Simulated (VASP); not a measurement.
# WF (R3m) in VASP: relaxation of the atoms with PBE+TS-HI+U

Aim: the relaxation of the atoms of WF with PBE+TS-HI+U.

All numbers are computed with VASP 6.6.1; they aren't measurements. Logs are shortened: lines on timing, memory, paths and dates and some standing lists are left out, and cuts for length are marked.

### Step 1. The undisturbed crystal

Symmetry: R3m, No. 160, trigonal system. The conventional cell has a = 2.732 Å, b = 2.732 Å, c = 15.209 Å, α = 90.00°, β = 90.00°, γ = 120.00°. Around W (site symmetry 3m) lie 1 F at 1.87 Å. F (site symmetry 3m) has 1 W at 1.87 Å as nearest neighbours.

The cell was built by a generator and needn't be a form met in nature.

### Step 2. Relaxation of the atoms, PBE+TS-HI+U (volume scaled by 1.04)

The input, INCAR:

```
PREC     = Accurate       # precision mode
ENCUT    = 520            # plane-wave cutoff, eV
EDIFF    = 1E-6           # SCF threshold, eV
ISMEAR   = 0              # smearing method
SIGMA    = 0.05           # smearing width, eV
LREAL    = F              # projectors in reciprocal space
LASPH    = T              # aspherical terms in the spheres
NELM     = 80             # most SCF steps
ALGO     = Normal         # electronic algorithm
ISIF     = 2              # what is computed and relaxed
LWAVE    = F              # write WAVECAR
LCHARG   = F              # write CHGCAR
LMAXMIX  = 4              # l up to which the mixer works
LDAU     = T              # DFT+U
LDAUTYPE = 2            
LDAUL    = 2 -1           # shell
LDAUU    = 4.5 0          # U, eV
LDAUJ    = 0 0          
LDAUPRINT= 1            
GGA      = PE             # functional
IVDW     = 21             # dispersion correction
IBRION   = 2              # ionic algorithm
NSW      = 60             # ionic steps
EDIFFG   = -0.01          # ionic threshold
```

The input, KPOINTS:

```
regular mesh
0
Gamma
  11 11 11
```

The input, POSCAR:

```
WF
1.0
    1.3838642981      0.7989775059      5.1363129136
   -1.3838642981      0.7989775059      5.1363129136
    0.0000000000     -1.5979448801      5.1363129136
W F
1 1
Direct
    0.8141200000      0.8141200000      0.8141200000
    0.9371200000      0.9371200000      0.9371200000
```

Potentials or basis: VASP PAW PBE potentials, release 64 (W_sv, F).

The run is started by

```sh
$ cat potpaw_PBE.64/W_sv/POTCAR potpaw_PBE.64/F/POTCAR > POTCAR
$ mpirun -np 1 vasp_std > vasp.out
```

OUTCAR:

```text
PREC = Accurate
   ENCUT = 520
   EDIFF = 1E-6
   ISMEAR = 0
   LREAL = F
   LASPH = T
   NELM = 80
   ISIF = 2
   GGA = PE
   IVDW = 21
   IBRION = 2
   NSW = 60
   EDIFFG = -0.01
  IVDW =  21

 ion  position               nearest neighbor table
   1  0.814  0.814  0.814-   2 1.90
   2  0.937  0.937  0.937-   1 1.90

  LATTYP: Found a trigonal (rhomboedric) cell.
 ALAT       =     5.3791408047
 COS(alpha) =     0.8676295086

  Lattice vectors:

 A1 = (   1.3838642981,   0.7989775059,   5.1363129136)
 A2 = (  -1.3838642981,   0.7989775059,   5.1363129136)
 A3 = (   0.0000000000,  -1.5979448801,   5.1363129136)

Analysis of symmetry for initial positions (statically):
=====================================================================
 Subroutine PRICEL returns:
 Original cell was already a primitive cell.

 Routine SETGRP: Setting up the symmetry group for a
 trigonal (rhombohedral) supercell.

 Subroutine GETGRP returns: Found  6 space group operations
 (whereof  6 operations were pure point group operations)
 out of a pool of 12 trial point group operations.

The static configuration has the point symmetry C_3v.

Analysis of symmetry for dynamics (positions and initial velocities):
=====================================================================
 Subroutine PRICEL returns:
 Original cell was already a primitive cell.

 Routine SETGRP: Setting up the symmetry group for a
 trigonal (rhombohedral) supercell.

 Subroutine GETGRP returns: Found  6 space group operations
 (whereof  6 operations were pure point group operations)
 out of a pool of 12 trial point group operations.

The dynamic configuration has the point symmetry C_3v.

 Subroutine INISYM returns: Found  6 space group operations
 (whereof  6 operations are pure point group operations),
 and found     1 'primitive' translations

----------------------------------------------------------------------------------------

                                     Primitive cell

  volume of cell :      34.0745

  direct lattice vectors                    reciprocal lattice vectors
     1.383864298  0.798977506  5.136312914     0.361307103  0.208600830  0.064897259
    -1.383864298  0.798977506  5.136312914    -0.361307103  0.208600830  0.064897259
     0.000000000 -1.597944880  5.136312914     0.000000000 -0.417201661  0.064897670

  length of vectors
     5.379140805  5.379140805  5.379139168     0.422218881  0.422218881  0.422219058

  position of ions in fractional coordinates (direct lattice)
     0.814120000  0.814120000  0.814120000
     0.937120000  0.937120000  0.937120000

  ion indices of the primitive-cell ions
   primitive index   ion index
                 1           1
                 2           2

----------------------------------------------------------------------------------------

 KPOINTS: regular mesh

Automatic generation of k-mesh.
 Grid dimensions read from file:
 generate k-points for:   11   11   11

 Generating k-lattice:

  Cartesian coordinates                     Fractional coordinates (reciprocal lattice)
     0.032846100  0.018963712  0.005899751     0.090909091 -0.000000000  0.000000000
    -0.032846100  0.018963712  0.005899751    -0.000000000  0.090909091  0.000000000
     0.000000000 -0.037927424  0.005899788     0.000000000  0.000000000  0.090909091

  Length of vectors
     0.038383535  0.038383535  0.038383551

  Shift w.r.t. Gamma in fractional coordinates (k-lattice)
     0.000000000  0.000000000  0.000000000

 Subroutine IBZKPT returns following result:
 ===========================================

 Found    146 irreducible k-points:

 Following reciprocal coordinates:
            Coordinates               Weight
  0.000000  0.000000  0.000000      1.000000
  0.090909 -0.000000 -0.000000      6.000000
  0.181818 -0.000000 -0.000000      6.000000
[... 41 lines left out ...]
   LREAL  =      F    real-space projection
   EDIFFG = -.1E-01   stopping-criterion for IOM
   NSW    =     60    number of steps for IOM
   IBRION =      2    ionic relax: 0-MD 1-quasi-New 2-CG
   NFREE  =      1    steps in history (QN), initial steepest desc. (CG)
   ISIF   =      2    stress and relaxation
   ISYM   =      2    0-nonsym 1-usesym 2-fastsym
   POTIM  = 0.5000    time-step for ionic-motion
   TEBEG  =    0.0;   TEEND  =   0.0 temperature during run
   PSTRESS=    0.0 pullay stress
   NELECT =      21.0000    total number of electrons
   NUPDOWN=      -1.0000    fix difference up-down
   EMIN   =  10.00;   EMAX   =-10.00  energy-range for DOS
   EFERMI =   0.00;   METHOD = LEGACY
   ISMEAR =     0;   SIGMA  =   0.05  broadening in eV -4-tet -1-fermi 0-gaus
   EFERMI_NEDOS =   21; number of points for ismear=-14 and -15
   IALGO  =     38    algorithm
   IMIX   =      4    mixing-type and parameters
     AMIX     =   0.40;   BMIX     =  1.00
     AMIX_MAG =   1.60;   BMIX_MAG =  1.00
  volume/ion in A,a.u.               =      17.04       114.97
  Fermi-wavevector in a.u.,A,eV,Ry     =   1.393173  2.632715 26.407957  1.940930
  Thomas-Fermi vector in A             =   2.516844
   LORBIT       =      0    0 simple, 1 ext, 2 COOP (PROOUT), +10 PAW based schemes
 LDA+U is selected, type is set to LDAUTYPE =  2
   angular momentum for each species LDAUL =     2   -1
   U (eV)           for each species LDAUU =   4.5  0.0
   J (eV)           for each species LDAUJ =   0.0  0.0
   GGA     = PE    functional components
   LHFCALC =     F    Hartree Fock is set to
   AEXX    =    0.0000 exact exchange contribution
   IVDW    =    21    specifies the selected vdW correction
   LEPSILON=     F    determine dielectric tensor
   LRPA    =     F    only Hartree local field effects (RPA)
 conjugate gradient relaxation of ions
 non-spin polarized calculation
 Gauss-broadening in eV      SIGMA  =   0.05
  energy-cutoff  :      520.00
  volume of cell :       34.07
 maximum number of plane-waves:       935
   NGX = 19   NGY = 19   NGZ = 19

--------------------------------------- Ionic step        1  -------------------------------------------

 number of electron      21.0000004 magnetization

 Free energy of the ion-electron system (eV)
  ---------------------------------------------------
  ext. energy  EPLUGINS =         0.00000000
  ---------------------------------------------------
  free energy    TOTEN  =       -10.90998295 eV

  energy without entropy =      -10.90706563  energy(sigma->0) =      -10.90852429

------------------------ aborting loop because EDIFF is reached ----------------------------------------

  Hirshfeld charges:
            ion         q(e)
   ------------------------------
      1     W           0.171
      2     F          -0.171

  Tkatchenko/Scheffler method for vdW energy calculation

  Number of pair interactions contributing to vdW energy:   46075

  Edisp (eV):   -0.49994
[... 109 lines left out ...]
  FREE ENERGIE OF THE ION-ELECTRON SYSTEM (eV)
  ---------------------------------------------------
  free  energy   TOTEN  =       -11.4102923976 eV

  energy  without entropy=      -11.4074102919  energy(sigma->0) =      -11.40885134

atom =   1  type =  1  l = 2

 onsite density matrix

spin component  1

  0.3949  0.0000  0.0000  0.0004  0.0000
  0.0000  0.2785  0.0000 -0.0000  0.0004
  0.0000  0.0000  0.2704  0.0000 -0.0000
  0.0004 -0.0000  0.0000  0.2785 -0.0000
  0.0000  0.0004 -0.0000 -0.0000  0.3949

spin component  2

  0.3949  0.0000  0.0000  0.0004  0.0000
  0.0000  0.2785  0.0000 -0.0000  0.0004
  0.0000  0.0000  0.2704  0.0000 -0.0000
  0.0004 -0.0000  0.0000  0.2785 -0.0000
  0.0000  0.0004 -0.0000 -0.0000  0.3949

 occupancies and eigenvectors

  o =  0.2704  v = -0.0000 -0.0000  1.0000 -0.0000  0.0000  0.0000  0.0000  0.0000  0.0000  0.0000      0.0000  0.0000  0.0000  0.0000  0.0000  0.0000  0.0000  0.0000  0.0000  0.0000
  o =  0.2704  v =  0.0000  0.0000  0.0000  0.0000  0.0000 -0.0000 -0.0000  1.0000 -0.0000  0.0000      0.0000  0.0000  0.0000  0.0000  0.0000  0.0000  0.0000  0.0000  0.0000  0.0000
  o =  0.2785  v = -0.0000  1.0000  0.0000  0.0000 -0.0031  0.0000  0.0000  0.0000  0.0000  0.0000      0.0000  0.0000  0.0000  0.0000  0.0000  0.0000  0.0000  0.0000  0.0000  0.0000
  o =  0.2785  v =  0.0000  0.0000  0.0000  0.0000  0.0000 -0.0000  1.0000  0.0000  0.0000 -0.0031      0.0000  0.0000  0.0000  0.0000  0.0000  0.0000  0.0000  0.0000  0.0000  0.0000
  o =  0.2785  v =  0.0000  0.0000  0.0000  0.0000  0.0000 -0.0031 -0.0000 -0.0000  1.0000  0.0000      0.0000  0.0000  0.0000  0.0000  0.0000  0.0000  0.0000  0.0000  0.0000  0.0000
  o =  0.2785  v = -0.0031 -0.0000 -0.0000  1.0000  0.0000  0.0000  0.0000  0.0000  0.0000  0.0000      0.0000  0.0000  0.0000  0.0000  0.0000  0.0000  0.0000  0.0000  0.0000  0.0000
  o =  0.3949  v =  0.0000  0.0000  0.0000  0.0000  0.0000 -0.0000  0.0031 -0.0000 -0.0000  1.0000      0.0000  0.0000  0.0000  0.0000  0.0000  0.0000  0.0000  0.0000  0.0000  0.0000
  o =  0.3949  v = -0.0000  0.0031 -0.0000 -0.0000  1.0000  0.0000  0.0000  0.0000  0.0000  0.0000      0.0000  0.0000  0.0000  0.0000  0.0000  0.0000  0.0000  0.0000  0.0000  0.0000
  o =  0.3949  v = -1.0000 -0.0000  0.0000 -0.0031 -0.0000  0.0000  0.0000  0.0000  0.0000  0.0000      0.0000  0.0000  0.0000  0.0000  0.0000  0.0000  0.0000  0.0000  0.0000  0.0000
  o =  0.3949  v =  0.0000  0.0000  0.0000  0.0000  0.0000 -1.0000 -0.0000  0.0000 -0.0031 -0.0000      0.0000  0.0000  0.0000  0.0000  0.0000  0.0000  0.0000  0.0000  0.0000  0.0000

--------------------------------------- Ionic step        4  -------------------------------------------

 number of electron      21.0000006 magnetization

 Free energy of the ion-electron system (eV)
  ---------------------------------------------------
  ext. energy  EPLUGINS =         0.00000000
  ---------------------------------------------------
  free energy    TOTEN  =       -10.91076612 eV

  energy without entropy =      -10.90790376  energy(sigma->0) =      -10.90933494

 E-fermi :   4.4409     XC(G=0): -10.5037

 val. band max:        4.4405031372   @ k =  -0.2727   0.3636   0.0909
 cond. band min:       4.4413237143   @ k =  -0.3636   0.3636   0.3636
 fundamental gap:      0.0008205771
 Fermi energy:         4.4409327245

 k-point     1 :       0.0000    0.0000    0.0000
  band No.  band energies     occupation
      1     -70.4441      2.00000
      2     -35.0813      2.00000
      3     -33.8361      2.00000
      4     -33.8361      2.00000
      5     -19.5065      2.00000
      6      -2.4128      2.00000
      7      -1.8090      2.00000
      8       0.5971      2.00000
      9       0.5971      2.00000
     10       4.1751      2.00000
     11       4.1751      2.00000
     12       4.1823      2.00000
     13       8.2229      0.00000
     14       8.2229      0.00000
[... 377 lines left out ...]
      1     -70.3739      2.00000
      2     -34.9683      2.00000
      3     -34.5618      2.00000
      4     -34.1012      2.00000
      5     -19.1988      2.00000
      6      -1.6420      2.00000
      7      -1.2028      2.00000
      8       0.0271      2.00000
      9       1.4016      2.00000
     10       2.3245      2.00000
     11       3.8463      2.00000
     12       6.9016      0.00000
     13       7.2135      0.00000
     14       8.3062      0.00000

 [... further k-points ...]

------------------------ aborting loop because EDIFF is reached ----------------------------------------

  Tkatchenko/Scheffler method for vdW energy calculation

  Number of pair interactions contributing to vdW energy:   46075
[... 27 lines left out ...]
  FREE ENERGIE OF THE ION-ELECTRON SYSTEM (eV)
  ---------------------------------------------------
  free  energy   TOTEN  =       -11.4101442593 eV

  energy  without entropy=      -11.4072818898  energy(sigma->0) =      -11.40871307

 reached required accuracy - stopping structural energy minimisation
```

Run time: 5.1 min. Hardware: 1 thread of Intel Xeon Platinum 8559C (Emerald Rapids), shared host; peak memory 0.29 GiB.

Results:

| Quantity | Value |
| --- | --- |
| Free energy | -11.4101 eV |
| Energy gained by relaxing | 0.1 meV/atom |
| Ionic steps | 4 |
| Pressure after relaxing | -3.2 GPa |
| Largest force after relaxing | 0.005 eV/Å |
| Band gap on the k mesh | none (metal or under the smearing width) |
| Hirshfeld charges | W +0.17; F -0.17 e |
| Dispersion energy per atom | -0.250 eV |

Forces on the atoms (eV/Å):
```
W    0.000  0.000  0.005
F    0.000  0.000 -0.005
```

The path:
```
step  energy change (eV)  largest force (eV/Å)  pressure (GPa)
   1              0.0000                0.2406           -2.41
   2              0.0031                0.3138           -4.23
   3             -0.0004                0.1013           -2.86
   4             -0.0002                0.0053           -3.16
```

Final structure:
```
W F
1.0
     1.38386    0.79898    5.13631
    -1.38386    0.79898    5.13631
     0.00000   -1.59794    5.13631
W F
1 1
Direct
  0.81380 0.81380 0.81380
  0.93744 0.93744 0.93744
```

Levels at points of the mesh, in eV from the Fermi level:
```csv
k point,band 7,band 8,band 9,band 10,band 11,band 12,band 13,band 14
"(0.00, 0.00, 0.00)",-6.25,-3.84,-3.84,-0.27,-0.27,-0.26,3.78,3.78
```

Eigenvalues of the final occupation matrices:
| site | spin | trace | eigenvalues |
| --- | --- | --- | --- |
| site 1 d | 1 | 1.62 | 0.27 0.28 0.28 0.39 0.39 |
| site 1 d | 2 | 1.62 | 0.27 0.28 0.28 0.39 0.39 |

Caveat: an odd number of electrons without spin polarisation forces a metal; a magnetic or distorted state may lie lower; U without spin polarisation on a metal has little footing; pairwise dispersion overbinds metals, which lowers pressure and volume. Spin-orbit coupling is left out, which matters for the levels of W.
